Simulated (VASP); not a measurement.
Given:

```xyz
5
Lattice="4.1700 0.0000 0.0000 0.0000 4.1700 0.0000 0.0000 0.0000 4.1700" Properties=species:S:1:pos:R:3 pbc="T T T"
Ba     0.0000     0.0000     0.0000
Hf     2.0850     2.0850     2.0850
O      2.0850     0.0000     2.0850
O      0.0000     2.0850     2.0850
O      2.0850     2.0850     0.0000
```

Computed with PBE GGA, VASP's PBE PAW potentials (set 64) (plane waves; VASP). Run with 400 eV cut-off, 8×8×8 Γ-centred mesh, Fermi-Dirac smearing of 0.010 eV, potentials Ba_sv Hf_pv O.

Unless said otherwise, spin-orbit coupling is left out, though it shifts the bands of the heavy elements here.

### Question
Give the energies of bands 11 to 22 at the high-symmetry points, in eV from the valence-band maximum.

### Answer

```
band      Γ      X      M      R
----  -----  -----  -----  -----
11    -1.67  -3.94  -4.24  -4.41
12    -1.67  -2.08  -3.80  -3.74
13    -1.67  -2.08  -3.75  -3.74
14    -0.98  -1.82  -2.42  -2.52
15    -0.98  -1.72  -2.42  -2.52
16    -0.98  -1.72  -1.01  -2.52
17    -0.22  -1.69  -0.92   0.00
18    -0.22  -0.52  -0.92   0.00
19    -0.22  -0.52  -0.08   0.00
20     3.60   4.17   6.28   6.05
21     3.60   6.39   6.28   6.05
22     3.60   6.39   6.62   6.05
```

The gap is indirect, 3.60 eV, from the valence maximum at R to the conduction minimum at Γ.

The structure is a typed BaHfO3 crystal. The cell was not relaxed at this level.
